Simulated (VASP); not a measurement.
MoI:

```xyz
2
Lattice="3.6233 0.0000 0.0000 0.0000 3.6233 0.0000 0.0000 0.0000 5.0421" Properties=species:S:1:pos:R:3 pbc="T T T"
Mo    1.8116    1.8116    2.5210
I     0.0000    0.0000    2.5210
```

The cell was built by a generator and needn't be a form met in nature.

| Quantity | Value |
| --- | --- |
| Program | VASP 6.6.1 |
| Task | relaxation of cell and atoms |
| Functional | LDA |
| Potentials or basis | VASP PAW LDA potentials, release 64 (Mo_sv, I) |
| Cutoff | 600 eV |
| k mesh | 7 × 7 × 5 |
| Occupations | gaussian, width 0.05 eV |
| Spin | no spin polarisation |

At the start: pressure 6.5 GPa; volume 33.10 Å³/atom.

Q: Where does the relaxation end?

A: Over 17 steps the energy falls by 766.4 meV/atom and the volume is 22.26 Å³/atom (-32.7 %); space group P4/mmm (No. 123, to 0.05 Å).

The path:
```csv
step,energy change (eV),largest force (eV/Å),pressure (GPa),volume (Å³)
1,0.0000,0.0000,6.51,66.19
2,0.2218,0.0000,-9.20,79.36
3,-0.1987,0.0000,-2.27,71.13
4,-0.1994,0.0000,-1.90,70.86
5,-0.2835,0.0000,-2.40,68.08
6,-0.6623,0.0000,-4.27,59.67
7,-1.4656,0.0000,3.48,42.52
8,-1.2758,0.0000,-4.72,50.01
9,-1.5173,0.0000,-2.10,45.79
10,-1.5321,0.0000,-0.55,44.71
11,-1.5286,0.0000,-1.36,45.24
12,-1.5159,0.0000,3.32,43.42
13,-1.5306,0.0000,-0.19,44.74
14,-1.5300,0.0000,0.03,44.38
15,-1.5328,0.0000,-0.12,44.57
16,-1.5327,0.0000,0.26,44.41
17,-1.5328,0.0000,0.00,44.52
```

Final structure:
```xyz
2
Lattice="3.8008 0.0000 0.0000 0.0000 3.8008 0.0000 0.0000 0.0000 3.0818" Properties=species:S:1:pos:R:3 pbc="T T T"
Mo    1.9004    1.9004    1.5409
I     0.0000    0.0000    1.5409
```

Caveat: the volume moved by over 15 % at a fixed basis, so the end points are rough; an odd number of electrons without spin polarisation forces a metal; a magnetic or distorted state may lie lower.
